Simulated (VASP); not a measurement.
Energy against volume of BaHfO₃ (cubic perovskite). All values below come from PBE GGA with D4 dispersion, VASP's PBE PAW potentials (set 64) (plane waves; VASP 6.6.1). Numerical set-up: 520 eV cut-off, 5×5×5 Γ-centred mesh, Gaussian smearing of 0.050 eV, potentials Ba_sv Hf_pv O.

```tsv
V (Å³/atom)	E (eV/atom)
14.195	-8.89783
14.634	-8.90517
15.073	-8.89911
15.512	-8.88159
```

Problem. Fit these four points and predict the energy of the run at 13.756 Å³/atom.

Solution. A cubic in V^(−2/3), the third-order Birch-Murnaghan form, passes through the four points with V0 = 14.64 Å³/atom and B0 = 162 GPa, and gives -8.8748 eV/atom there. The run gave -8.8746 eV/atom, +0.3 meV/atom from the fit; all five points give B0 = 163 GPa.

The compound is BaHfO3 in the cubic perovskite structure. It was relaxed first.
